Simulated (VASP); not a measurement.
These are r2SCAN meta-GGA, VASP's PBE PAW potentials (set 64) (plane waves; VASP) values and carry that method's errors.

The input files of a VASP run:

File KPOINTS:
```
Automatic mesh
0
G
9 9 9
0 0 0
```

POSCAR:
```
SrO
1
    0.0000000000     2.5585297659     2.5585297659
    2.5585297659     0.0000000000     2.5585297659
    2.5585297659     2.5585297659     0.0000000000
Sr O
1 1
Direct
  0.0000000000   0.0000000000   0.0000000000
  0.5000000000   0.5000000000   0.5000000000
```

### INCAR
```
# general
SYSTEM  = SrO
PREC    = Accurate
ENCUT   = 520   # plane-wave cut-off (eV)
LREAL   = .FALSE.
LASPH   = .TRUE.   # aspherical one-centre terms

# electronic loop
EDIFF   = 1E-7   # SCF stop (eV)
NELM    = 100   # most electronic steps
ALGO    = Normal
LMAXMIX = 4   # l cut-off of mixed one-centre charges
LMIXTAU = .TRUE.

# smearing
ISMEAR  = 0
SIGMA   = 0.05

# functional
METAGGA = R2SCAN

# ions
ISIF    = 2   # forces and stress, cell fixed

# output
LWAVE   = .FALSE.
LCHARG  = .FALSE.
```

POTCAR, in this order: Sr_sv O (PBE.64 set). Program: vasp_std.

Task: What does the run give for the energy per atom (σ→0), pressure?

Result: 
```yaml
energy per atom (σ→0): -13.523 eV/atom
pressure: 3.06 GPa
```

OSZICAR:
```
...
DAV:  21    -0.270457009908E+02    0.11183E-05   -0.21249E-06   996   0.152E-02    0.491E-02
DAV:  22    -0.270456971281E+02    0.38627E-05   -0.44520E-06  1012   0.194E-02    0.316E-02
DAV:  23    -0.270456965159E+02    0.61219E-06   -0.62137E-07   892   0.860E-03    0.271E-02
DAV:  24    -0.270456948344E+02    0.16815E-05   -0.15919E-06   988   0.116E-02    0.176E-02
DAV:  25    -0.270456946183E+02    0.21615E-06   -0.55217E-07   992   0.797E-03    0.924E-03
DAV:  26    -0.270456943546E+02    0.26364E-06   -0.47798E-07  1096   0.620E-03    0.271E-03
DAV:  27    -0.270456944192E+02   -0.64564E-07   -0.64756E-08   480   0.291E-03
   1 F= -.27045694E+02 E0= -.27045694E+02  d E =-.159957E-21
```

The compound is SrO in the rock salt structure. This cell is one point of a volume scan, at 0.97 of the reference volume.
